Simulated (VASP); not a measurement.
An input for Quantum ESPRESSO's pw.x (written as the equivalent of a VASP run, and not itself run):

```
&CONTROL
  calculation = 'scf'
  pseudo_dir = './pseudo'
  outdir = './out'
  tprnfor = .true.
  tstress = .true.
/
&SYSTEM
  ibrav = 0
  nat = 3
  ntyp = 2
  ecutwfc = 84
  occupations = 'smearing'
  smearing = 'gaussian'
  degauss = 0.003675
  input_dft = 'pbesol'
/
&ELECTRONS
  conv_thr = 7.3e-09
  electron_maxstep = 100
/
ATOMIC_SPECIES
  Ca 40.078 Ca.upf
  F 18.998 F.upf
CELL_PARAMETERS angstrom
     0.0000000    2.7137072    2.7137072
     2.7137072    0.0000000    2.7137072
     2.7137072    2.7137072    0.0000000
ATOMIC_POSITIONS crystal
  Ca   0.0000000  0.0000000  0.0000000
  F    0.2500000  0.2500000  0.2500000
  F    0.7500000  0.7500000  0.7500000
K_POINTS automatic
  6 6 6 0 0 0
```

Write the VASP files for the same calculation (PBEsol).

Several could match; the one computed here: 
**KPOINTS**
```
Automatic mesh
0
Gamma
6 6 6
0 0 0
```

**POSCAR**
```
CaF2
1
    0.0000000000     2.7137071616     2.7137071616
    2.7137071616     0.0000000000     2.7137071616
    2.7137071616     2.7137071616     0.0000000000
Ca F
1 2
Direct
  0.0000000000   0.0000000000   0.0000000000
  0.2500000000   0.2500000000   0.2500000000
  0.7500000000   0.7500000000   0.7500000000
```

INCAR:
```
SYSTEM  =  CaF2
PREC  =  Accurate; ENCUT  =  600; LREAL  =  .FALSE.
LASPH  =  .TRUE.
EDIFF  =  1E-7; NELM  =  100; ALGO  =  Normal
ISMEAR  =  0; SIGMA  =  0.05
GGA  =  PS
ISIF  =  2
LWAVE  =  .FALSE.; LCHARG  =  .FALSE.
```

POTCAR, in this order: Ca_sv F (PBE.64 set). Program: vasp_std.

Limits of the translation: the potentials are each code's own (VASP's PAW set, PseudoDojo norm-conserving files in pw.x), so ENCUT and ecutwfc are chosen apart and not converted; conv_thr bounds pw.x's estimated SCF error, while EDIFF bounds the energy change between steps.

The compound is CaF2 in the fluorite structure. It was relaxed first.
